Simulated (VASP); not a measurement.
Consider the following.

```
KF
1.0
    0.00000     2.53069     2.53069
    2.53069     0.00000     2.53069
    2.53069     2.53069     0.00000
K F
1 1
Cartesian
  0.00000   0.00000   0.00000
  2.53069   2.53069   2.53069
```

The numbers are results of PBE GGA, VASP's PBE PAW potentials (set 64) (plane waves; VASP), not measurements. Run with 620 eV cut-off, 9×9×9 Γ-centred mesh, Gaussian smearing of 0.050 eV, potentials K_sv F.

**Question.** Predict the energy per atom (σ→0), pressure, band gap (on the k-mesh) with the smallest direct gap where there is one.

**Answer.** 
band gap (on the k-mesh): 7.11 eV
smallest direct gap (on the k-mesh): 7.11 eV
energy per atom (σ→0): -4.051 eV/atom
pressure: 9.99 GPa

Only differences to runs with the same potentials and settings are physical.

The compound is KF in the rock salt structure. It was relaxed first under an external pressure of 10 GPa.
